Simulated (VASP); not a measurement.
## K: energy against volume

K (bcc, Im-3m, 73.599 Å³/atom and stress up to 0.01 GPa in the relaxed cell, cube axes along x, y and z) under an equal strain ε along all three axes. PBE in VASP (plane waves, PAW), 480 eV, 12×12×12 Γ-centred mesh, Methfessel-Paxton smearing 0.10 eV.

Here V stands for volume and E for E less E0.

| volume (Å³/atom) | E less E0 (meV/atom) | pressure (GPa) |
|---|---|---|
| 69.2708 | 3.46 | 0.24 |
| 70.3365 | 1.98 | 0.17 |
| 71.4130 | 0.92 | 0.11 |
| 72.5005 | 0.26 | 0.05 |
| 73.5990 | 0.00 | 0.00 |
| 74.7085 | 0.11 | -0.06 |
| 75.8291 | 0.58 | -0.11 |
| 76.9609 | 1.39 | -0.15 |
| 78.1038 | 2.54 | -0.20 |
| 80.4236 | ? | ? |

Problem. Fit E against V with the third-order Birch-Murnaghan form, a cubic in V^(-2/3), and predict the withheld value at V = 80.4236.

Solution. With u = V^(-2/3) - 0.0570, the rows have u = 0.0022880, 0.0016876, 0.0010963, 0.0005139, -0.0000598, -0.0006250, -0.0011818, -0.0017304, -0.0022709. Least squares gives E = 0.009 + 200.7·u + 575305·u² - 1621479·u³. Residuals (row less fit): 0.000, 0.002, 0.002, -0.004, 0.001, 0.001, 0.002, -0.003, 0.001; standard error 0.003 (degrees of freedom: 5). Its minimum lies at u = -0.0001743, so V0 = (0.0568257)^(-3/2) = 73.82. There d²E/du² = 1152000 and d³E/du³ = -9729000, so B0 = (4/9) × 73.82^(-7/3) × 1152000 × 0.160218 = 3.59 GPa (the last factor turns the table's units into GPa), and B0' = 4 + (2/3) × 0.0568257 × (-9729000)/1152000 = 3.7. B0' rests on the cubic coefficient alone and has a standard error of 0.1 from these residuals. At the withheld row, u = -0.0033284, so E = 0.009 + 200.7 × (-0.0033284) + 575305 × (-0.0033284)² - 1621479 × (-0.0033284)³ = 5.774 meV/atom. The calculation gives 5.76 meV/atom, 0.014 meV/atom below the prediction (0.2 % of the range of E in the table). The row lies outside the fitted rows, so this is an extrapolation. The scatter of the fitted rows lies at the last printed digit.

In a metal these values are sensitive to mesh and smearing; energies are taken to zero smearing, stresses follow the free energy. Other structures, which can take over under pressure, weren't tried. The same form fitted to the pressure column gives B0' = 3.8; series where the two differ by over 0.4 aren't shown. Rows are the converged runs of the series near zero and its far end, less any whose ions stayed unrelaxed beside relaxed ones; series whose fitted rows scatter by over a few per cent of the range, as at a crossing or softening among them, aren't shown in this form.
